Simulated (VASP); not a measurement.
OSZICAR of a VASP run on KTaO₃ (cubic perovskite):

**OSZICAR**
```
       N       E                     dE             d eps       ncg     rms          rms(c)
DAV:   1     0.340564651615E+03    0.34056E+03   -0.21652E+04   460   0.167E+03
DAV:   2    -0.303864959899E+02   -0.37095E+03   -0.36110E+03   603   0.453E+02
DAV:   3    -0.476361896271E+02   -0.17250E+02   -0.17215E+02   586   0.976E+01
DAV:   4    -0.480715457624E+02   -0.43536E+00   -0.43525E+00   812   0.130E+01
DAV:   5    -0.480730692274E+02   -0.15235E-02   -0.15234E-02   593   0.841E-01    0.327E+01
DAV:   6    -0.395175265077E+02    0.85555E+01   -0.44799E+01   570   0.458E+01    0.128E+01
DAV:   7    -0.393890516479E+02    0.12847E+00   -0.23785E+00   609   0.102E+01    0.829E+00
DAV:   8    -0.393589851025E+02    0.30067E-01   -0.44565E-01   588   0.574E+00    0.144E+00
DAV:   9    -0.393502228464E+02    0.87623E-02   -0.30032E-02   621   0.129E+00    0.309E-01
DAV:  10    -0.393501511862E+02    0.71660E-04   -0.11310E-02   626   0.777E-01    0.643E-02
DAV:  11    -0.393502909039E+02   -0.13972E-03   -0.51438E-04   628   0.176E-01    0.419E-02
DAV:  12    -0.393503679444E+02   -0.77041E-04   -0.12224E-04   606   0.868E-02    0.740E-03
DAV:  13    -0.393503687209E+02   -0.77648E-06   -0.70173E-06   644   0.229E-02
   1 F= -.39350369E+02 E0= -.39350369E+02  d E =-.393504E+02
```

Which electronic solver shows in the log?

It is blocked Davidson (ALGO = Normal, or the opening steps of other solvers). The INCAR had ALGO = Normal.

Can the final energy be trusted as converged?

Self-consistency was reached. It stopped with EDIFF = 1E-6, NELM = 100, NSW = 60 and EDIFFG = -0.02 after 1 ionic step (revPBE GGA, plane waves, VASP's PBE PAW potentials (set 64)).

The compound is KTaO3 in the cubic perovskite structure. It was relaxed first. The start is the result of an earlier pass.
